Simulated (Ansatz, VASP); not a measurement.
**MoSe in two plane-wave programs**

Aim: how closely do two programs agree when they are given the same cell, functional and k mesh? The cell is invented: other elements were put on sites of a known structure type. It may not be a known or stable phase. The cell is taken from a series of VASP runs on this material, whose earlier steps may have relaxed, scaled or displaced it; both programs get it as it stands.

Calculated with Ansatz 0.2.0; plane waves, with VASP 6.6.1 beside it; single point at PBE.

## 1. The starting structure

It takes space group Pm-3m (No. 221, cubic). Conventional cell: a = 3.144 Å, b = 3.144 Å, c = 3.144 Å, α = 90.00°, β = 90.00°, γ = 90.00°. Nearest to Mo lie 8 Se at 2.72 Å. Nearest to Se lie 8 Mo at 2.72 Å. Farther neighbours and most contacts between anions are not listed.

Structure file:

```cif
data_structure
_symmetry_space_group_name_H-M 'Pm-3m'
_symmetry_Int_Tables_number 221
_cell_length_a 3.1445
_cell_length_b 3.1445
_cell_length_c 3.1445
_cell_angle_alpha 90.000
_cell_angle_beta 90.000
_cell_angle_gamma 90.000
_cell_volume 31.09
loop_
_atom_site_label
_atom_site_type_symbol
_atom_site_symmetry_multiplicity
_atom_site_Wyckoff_symbol
_atom_site_fract_x
_atom_site_fract_y
_atom_site_fract_z
_atom_site_occupancy
Mo1 Mo 1 a 0.00000 0.00000 0.00000 1
Se1 Se 1 b 0.50000 0.50000 0.50000 1
```

## 2. VASP: single point, PBE

A single point gives forces, pressure and levels at one fixed geometry, so differences don't come from the geometry; what else differs is listed under the comparison.

Lines of VASP's logs that name or quote its potential files are left out, and so is its time.

Input file INCAR:

```
SYSTEM = MoSe
PREC = Accurate
ENCUT = 400
EDIFF = 1E-06
NELM = 100
ISMEAR = -1
SIGMA = 0.05
LREAL = .FALSE.
ALGO = Normal
GGA = PE
NBANDS = 16
LORBIT = 11
LWAVE = .FALSE.
LCHARG = .FALSE.
ISIF = 2
```

Input file POSCAR:

```
MoSe
1.0
    3.1444640867      0.0000000000      0.0000000000
    0.0000000000      3.1444640867      0.0000000000
    0.0000000000      0.0000000000      3.1444640867
Mo Se
1 1
Direct
    0.0000000000      0.0000000000      0.0000000000
    0.5000000000      0.5000000000      0.5000000000
```

Input file KPOINTS:

```
Automatic mesh
0
Gamma
8 8 8
0 0 0
```

Potentials, in the order of the species: Mo_sv and Se (PBE family, release 64).

The run is started by

```console
$ mpirun -np 1 vasp_std
```

Numbers of over 12 decimals in the logs are rounded to 6 here.

The program printed:

```text
[banner, memory and clock lines left out]
running    1 mpi-ranks, on    1 nodes
 distrk:  each k-point on    1 cores,    1 groups
 distr:  one band on    1 cores,    1 groups

 POSCAR found type information on POSCAR MoSe
 POSCAR found :  2 types and       2 ions
 LDA part: xc-table for (Slater+PW92), standard interpolation
 POSCAR, INCAR and KPOINTS ok, starting setup
 FFT: planning ... GRIDC
 FFT: planning ... GRID_SOFT
 FFT: planning ... GRID
 WAVECAR not read
 entering main loop
       N       E                     dE             d eps       ncg     rms          rms(c)
DAV:   1     0.103784095256E+03    0.10378E+03   -0.94106E+03  1144   0.100E+03
DAV:   2    -0.127807775796E+02   -0.11656E+03   -0.11450E+03  1488   0.282E+02
DAV:   3    -0.147063907856E+02   -0.19256E+01   -0.19219E+01  1232   0.347E+01
DAV:   4    -0.147120382455E+02   -0.56475E-02   -0.56470E-02  1408   0.226E+00
DAV:   5    -0.147120654960E+02   -0.27251E-04   -0.27251E-04  1240   0.140E-01    0.139E+01
DAV:   6    -0.142657667377E+02    0.44630E+00   -0.19188E+00  1144   0.110E+01    0.502E+00
DAV:   7    -0.142337212200E+02    0.32046E-01   -0.83663E-02  1144   0.217E+00    0.290E+00
DAV:   8    -0.142259659189E+02    0.77553E-02   -0.32418E-02  1216   0.127E+00    0.228E-01
DAV:   9    -0.142259094271E+02    0.56492E-04   -0.40891E-04  1176   0.211E-01    0.916E-02
DAV:  10    -0.142259328398E+02   -0.23413E-04   -0.16502E-04  1432   0.125E-01    0.205E-02
DAV:  11    -0.142259367892E+02   -0.39494E-05   -0.35186E-06  1264   0.193E-02    0.559E-03
DAV:  12    -0.142259362199E+02    0.56931E-06   -0.11604E-07   616   0.227E-03
   1 F= -.14225936E+02 E0= -.14221130E+02  d E =-.961333E-02
```

Parts of OUTCAR (step 2):

```text
ion  position               nearest neighbor table
   1  0.000  0.000  0.000-   2 2.72   2 2.72   2 2.72   2 2.72   2 2.72   2 2.72   2 2.72   2 2.72

  LATTYP: Found a simple cubic cell.
 ALAT       =     3.1444640867

 Subroutine GETGRP returns: Found 48 space group operations
 (whereof 48 operations were pure point group operations)

The static configuration has the point symmetry O_h .

 Found     35 irreducible k-points:

   k-points           NKPTS =     35   k-points in BZ     NKDIM =     35   number of bands    NBANDS=     16

   dimension x,y,z NGX =    24 NGY =   24 NGZ =   24
   dimension x,y,z NGXF=    48 NGYF=   48 NGZF=   48

   ENCUT  =  400.0 eV  29.40 Ry    5.42 a.u.   5.13  5.13  5.13*2*pi/ulx,y,z

   NELECT =      20.0000    total number of electrons

 k-points in reciprocal lattice and weights: Automatic mesh
   0.00000000  0.00000000  0.00000000       0.002
   0.12500000  0.00000000  0.00000000       0.012
   0.25000000  0.00000000  0.00000000       0.012
   0.37500000  0.00000000  0.00000000       0.012
   0.50000000  0.00000000  0.00000000       0.006
   0.12500000  0.12500000  0.00000000       0.023
   0.25000000  0.12500000  0.00000000       0.047
   0.37500000  0.12500000  0.00000000       0.047
   0.50000000  0.12500000  0.00000000       0.023
[...]
0.50000000  0.50000000  0.37500000       0.012
   0.50000000  0.50000000  0.50000000       0.002

 average (electrostatic) potential at core
       1 -70.5990       2 -48.6062

 E-fermi :  11.2268

 k-point     1 :       0.0000    0.0000    0.0000
  band No.  band energies     occupation
    ...
      6       7.6504      2.00000
      7       7.6504      2.00000
      8       9.3856      2.00000
      9       9.3856      2.00000
     10       9.3856      2.00000
     11      11.8568      0.00001
     12      11.8568      0.00001
     13      11.8568      0.00001
     14      14.6207      0.00000
     15      20.6486      0.00000
    ...

 k-point     2 :       0.1250    0.0000    0.0000
  band No.  band energies     occupation
    ...
      6       6.7593      2.00000
      7       7.7646      2.00000
      8       8.9531      2.00000
      9       8.9531      2.00000
     10       9.5877      2.00000
     11      11.8994      0.00000
     12      12.4241      0.00000
     13      12.4241      0.00000
     14      15.5595      0.00000
     15      19.8304      0.00000
    ...

 k-point     3 :       0.2500    0.0000    0.0000
  band No.  band energies     occupation
    ...
      6       4.8571      2.00000
      7       8.0655      2.00000
      8       8.2371      2.00000
      9       8.2371      2.00000
     10      10.6453      1.99998
     11      12.0054      0.00000
     12      13.5724      0.00000
     13      13.5724      0.00000
     14      16.8087      0.00000
     15      18.2946      0.00000
    ...

  Total        0.0272669      0.0272669      0.0272669     -0.0000000     -0.0000000     -0.0000000
  in kB        1.4050962      1.4050962      1.4050962     -0.0000000     -0.0000000     -0.0000000
  external PRESSURE =       1.4050962 kB  Pullay stress =       0.0000000 kB

  energy-cutoff  :      400.00
  volume of cell :       31.09
      direct lattice vectors                 reciprocal lattice vectors
     3.144464087  0.000000000  0.000000000     0.318019215  0.000000000  0.000000000
     0.000000000  3.144464087  0.000000000     0.000000000  0.318019215  0.000000000
     0.000000000  0.000000000  3.144464087     0.000000000  0.000000000  0.318019215

 POSITION                                       TOTAL-FORCE (eV/Angst)
 -----------------------------------------------------------------------------------
      0.00000      0.00000      0.00000         0.000000      0.000000      0.000000
      1.57223      1.57223      1.57223         0.000000      0.000000      0.000000
 -----------------------------------------------------------------------------------
    total drift:                                0.000000      0.000000      0.000000

  FREE ENERGIE OF THE ION-ELECTRON SYSTEM (eV)
  ---------------------------------------------------
  free  energy   TOTEN  =       -14.2259362199 eV

  energy  without entropy=      -14.2163228893  energy(sigma->0) =      -14.22112955

 total charge
# of ion       s       p       d       tot
------------------------------------------
    1        2.234   6.125   4.028  12.387
    2        1.453   2.288   0.145   3.886
--------------------------------------------------
tot          3.687   8.413   4.173  16.273

[... 3 further parts left out ...]
```

This run has no spin polarisation, so a moment on Mo, if there is one, isn't seen. LASPH is off, so gradient terms of the non-spherical density inside the spheres are left out; for open d or f shells this can shift gaps and moments.

## 3. Ansatz: single point, PBE

Ansatz runs on its default PAW (the set named soft_2) files.

The same cell, functional, mesh and smearing now go to Ansatz, which takes its cutoff from its data sets.

Input file input.yaml:

```yaml
crystal:
  lattice:
    - [3.1444640867, 0.0, 0.0]
    - [0.0, 3.1444640867, 0.0]
    - [0.0, 0.0, 3.1444640867]
  atoms:
    - { symbol: Mo, position: [0.0, 0.0, 0.0] }
    - { symbol: Se, position: [0.5, 0.5, 0.5] }
hamiltonian:
  xc: pbe
  pseudopotentials: { kind: paw }
kpoints:
  mp_grid: { grid: [8, 8, 8] }
scf:
  occupations: { method: fermi_dirac, width: 0.05 }
  n_extra_bands: 4
output:
  forces: true
  stress: true
  eigenvalues: true
  write_density: true
  write_potential: true
  elf: true
  volumetric_format: npy
```

The run is started by

```console
$ ansatz run input.yaml --threads 2 --pin off --max-ram 4608MiB --backend cpu --events-out ev --progress --plain --runs-dir out
```

The program printed:

```text
scf.n_extra_bands = 4 over 15 filled bands (N_el = 30.0): the run solves 19 bands
Engine: ansatz 0.2.0, aarch64-unknown-linux-gnu
Pseudopotentials: kind: paw
Pseudopotential: Mo, paw, valence charge 14, recommended cutoff 420 eV (normal), Mo.paw.azcp
Pseudopotential: Se, paw, valence charge 16, recommended cutoff 420 eV (normal), Se.paw.azcp
Functional definition: PBE
  parameter kappa = 0.804
  parameter beta = 0.066725
  exchange = pbe_x(kappa = kappa, mu = beta*pi^2/3)
  correlation = pbe_c(beta = beta)
Crystal: 2 atoms, lattice volume = 31.091 Å³
Basis set: ecut = 420 eV, 619 PW (Γ), exchange–correlation on 48×48×48 points (8 copies of the dense FFT grid, shifted against one another)
Bands: 19, of which v1, the nominal top of the filled ones, is band 15 counted from 1 (14 counted from 0)
Symmetry: 48 space group operations
Space group: Pm-3m (ITA 221), of the structure as read, at distance tolerance 3.1e-5 Å
k-points: 35 of 512
Non-local potential: Mo, projectors of the file, l = 0: 3, l = 1: 2, l = 2: 2, l = 3: 1
Non-local potential: Se, projectors of the file, l = 0: 2, l = 1: 2, l = 2: 3, l = 3: 1
PAW form: soft (Blöchl's): semilocal exchange-correlation on the pseudo side does not see the compensation charge
PAW one-centre angular grid: Mo, 590 points (default); XC on 64 Gauss nodes
PAW one-centre angular grid: Se, 590 points (default); XC on 64 Gauss nodes
Initial density: superposition of atomic densities (neutral atoms: chi_scale 0, normalization atom), corrected by the library's trained network
Initial wavefunctions: pseudopotential atomic-orbital guess
Functional: x = pbe(κ = 0.804, μ = 0.219515), c = pbe(β = 0.066725)
SCF iter   1: F=—  HF=-10424.889689 eV  |F-HF|=—  |Δ(HF+E_count)|=         —  Δρ=8.12e-3  dr2=8.00e-3  ethr=1.77e-3  ⟨swp⟩=5.6  Hψ=2932  notcnv=0
preconditioner: auto → none  [insulator: Δε(μ)=0.164 eV  Ē_g=8.427 eV  σ=0.050 eV  W_gap=0.66  n_scr=6 (ndim 8)  ℏωp=23.1 eV  f_vac=0.000  D(μ)=0.97/eV (n_scr^D=6)  ε∞_Penn≈8.5]
SCF iter   2: F=—  HF=-10424.890178 eV  |F-HF|=—  |Δ(HF+E_count)|=   4.89e-4  Δρ=3.88e-3  dr2=1.56e-3  ethr=2.67e-5  ⟨swp⟩=1.7  Hψ=1012  notcnv=0
SCF iter   3: F=—  HF=-10424.890347 eV  |F-HF|=—  |Δ(HF+E_count)|=   1.69e-4  Δρ=3.57e-4  dr2=2.41e-5  ethr=5.22e-6  ⟨swp⟩=1.2  Hψ=671  notcnv=0
SCF iter   4: F=—  HF=-10424.890358 eV  |F-HF|=—  |Δ(HF+E_count)|=   1.10e-5  Δρ=4.89e-5  dr2=2.49e-7  ethr=8.02e-8  ⟨swp⟩=2.0  Hψ=1142  notcnv=0
iter 5 did not close the SCF: its close was put off for the readings that it lacked (scf_convergence_deferred on its scf_iter line)
SCF iter   5: F=-10424.890358 eV  HF=-10424.890358 eV  |F-HF|=4.90e-8  |Δ(HF+E_count)|=   1.82e-7  Δρ=9.76e-6  dr2=2.51e-8  ethr=8.30e-10  ⟨swp⟩=2.1  Hψ=1151  notcnv=0
SCF iter   6: F=-10424.890358 eV  HF=-10424.890358 eV  |F-HF|=1.73e-10  |Δ(HF+E_count)|=   1.77e-8  Δρ=1.62e-6  dr2=2.55e-10  ethr=8.38e-11  ⟨swp⟩=5.0  Hψ=3760  notcnv=0
SCF 1 converged in 6 iterations: F = -10424.890358 eV  dr2 = 2.55e-10
  greatest PAW one-centre occupation: 1.000 electrons in one spin orbital (limit 2), on the Se atom at site 1 (counted from 0), in its partial waves of l = 2
SCF converged after 6 iterations
Free energy (F): -10424.890358 eV
Harris-Foulkes:  -10424.890358 eV  (|F-HF|=1.73e-10)
Internal energy: -10424.880743 eV  (E = F + TS)
E sigma→0 (E₀):  -10424.885551 eV
Entropy (-TS):   -0.009615 eV (-4.807 meV/atom)
Fermi energy:    19.205920 eV
--- Per-component energies (eV) ---
  E_band       = -314.316612
  E_kinetic    = 563.221679
  E_local      = -2581.778912  (includes V_loc(G=0)·N_el)
  E_nonlocal   = -449.056261
  E_hartree    = 1205.441712
  E_xc         = -288.777320
  E_vxc        = -328.887924  (∫ρ·V_xc dr)
  E_paw        = -5114.901160  (= ΣΔE_a)
  E_vpaw       = 71.301714  (= ΣTr[D̂ρ^β])
  E_aug_tail   = -0.000565  (compensation charges beyond the density's cutoff)
  E_ewald      = -3759.029915
  E_smearing   = -0.009615  (= −TS)
  E_closure    = -0.000000  (closes the sum)
  Σ components = -10424.890358   (vs F -10424.890358, Δ=0.00e0)
--- Forces (eV/Å), atoms counted from 1 ---
  atom   1  Mo    -0.00000000     0.00000000    -0.00000000
  atom   2  Se    -0.00000000    -0.00000000    -0.00000000
  max |Σ_I F_I| component: 3.71e-30 eV/Å
--- Stress (GPa, compression-positive) ---
        0.321988       0.000000       0.000000
       -0.000000       0.321988       0.000000
        0.000000      -0.000000       0.321988
  P = ⅓ Tr σ = 0.3220 GPa (3.220 kbar)
--- Band table (eV; the first three rows and the last of 35) ---
  k-point 0: bands = [... 11 lower, 15.6318, 17.3615, 17.3615, 17.3615, 19.8356, 19.8356, 19.8356, 22.5978]
  k-point 1: bands = [... 11 lower, 15.7457, 16.9298, 16.9298, 17.5665, 19.8782, 20.4019, 20.4019, 23.5350]
  k-point 2: bands = [... 11 lower, 16.0459, 16.2145, 16.2145, 18.6241, 19.9839, 21.5491, 21.5491, 24.7843]
  k-point 34: bands = [... 11 lower, 11.6277, 11.6277, 21.5506, 21.5506, 22.1376, 22.1376, 22.1376, 23.8425]
```

The job ended after 2.9 s (2 threads of Arm Neoverse N1, shared host; peak memory 0.3 GiB; 3.2 s of CPU time).

The column dr2 measures how far the density is from self-consistency, as an energy; F and HF (Harris–Foulkes) agree once it is small.

The run ends at a pressure of 0.32 GPa.

## 4. Side by side

Known differences besides the potentials themselves: the data sets hold 30 valence electrons in Ansatz (default PAW (the set named soft_2) files) and 20 in VASP; the cutoff is 420 eV in Ansatz and 400 eV in VASP; VASP leaves aspherical gradient terms in its spheres out (LASPH is not set), Ansatz keeps them. Total energies have different zeros and are not compared.

The two programs side by side:

| quantity | Ansatz | VASP | difference |
| --- | --- | --- | --- |
| pressure (GPa) | 0.32 | 0.14 | +0.18 |

## 5. Results

| Property | Result |
| --- | --- |
| difference in pressure (single point, PBE) | 0.18 GPa |

In words: The difference in pressure is 0.18 GPa (single point, PBE), within the 1 GPa picked in this series as the mark of a large difference. How closely two codes agree says nothing of how well the functional describes the real material.

[Lines on the potential files, build, host, timing and source positions are cut from VASP's logs without a mark.]

[Logs are printed without paths, hosts, clocks, repeated set-up lines and the standing remarks that a program may print on its own settings, such as how far it seeks lower states.]

[Hosts, paths, dates, database ids (printed as entryN), source tags and the programs' standing remarks are cut or masked in the printed files.]
